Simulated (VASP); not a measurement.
Level of theory: MS2 meta-GGA, VASP's PBE PAW potentials (set 64) (plane waves; VASP 6.6.1).

A VASP calculation is set up with these files.

**KPOINTS**
```
Automatic mesh
0
G
  17 17 17
```

File POSCAR:
```
V
1
   -1.4884582043     1.4884582043     1.4884582043
    1.4884582043    -1.4884582043     1.4884582043
    1.4884582043     1.4884582043    -1.4884582043
V
1
Direct
  0.0000000000   0.0000000000   0.0000000000
```

**INCAR**
```
SYSTEM = V
LWAVE = F
LCHARG = F
PREC = Accurate
METAGGA = MS2
LASPH = T   # aspherical one-centre terms
ISIF = 2   # forces and stress, cell fixed
SIGMA = 0.1
LREAL = F   # projection in real space or not
NELM = 100
ENCUT = 520   # plane-wave cut-off (eV)
ISMEAR = 1   # Methfessel-Paxton
LMIXTAU = T
EDIFF = 1E-7
LMAXMIX = 4   # l cut-off of mixed one-centre charges
ALGO = Normal
```

POTCAR, in this order: V_sv (PBE.64 set). Program: vasp_std.

Predict the energy per atom (σ→0), band gap (on the k-mesh).

```
Property                                                    Result
------------------------  ----------------------------------------
energy per atom (σ→0)                              -13.376 eV/atom
band gap (on the k-mesh)  none (metal, semimetal or under 0.01 eV)
```

File OSZICAR:
```
...
DAV:  16    -0.133764342373E+02    0.41046E-04   -0.36216E-05  3300   0.102E-01    0.205E-03
DAV:  17    -0.133764331820E+02    0.10554E-05   -0.30932E-07  3326   0.987E-03    0.265E-03
DAV:  18    -0.133764328845E+02    0.29749E-06   -0.60105E-09  1658   0.133E-03    0.245E-03
DAV:  19    -0.133764318789E+02    0.10056E-05   -0.34706E-08  1656   0.333E-03    0.483E-04
DAV:  20    -0.133764316764E+02    0.20243E-06   -0.76785E-09  1652   0.151E-03    0.407E-05
DAV:  21    -0.133764315657E+02    0.11070E-06   -0.38291E-10  1656   0.343E-04    0.528E-05
DAV:  22    -0.133764315648E+02    0.91836E-09   -0.42657E-11  1652   0.102E-04
   1 F= -.13376432E+02 E0= -.13376231E+02  d E =-.600782E-03
```

The compound is V in the bcc structure. It was relaxed first, which changed the volume by -5 %. The run is not spin-polarised, so no magnetic state was tried.
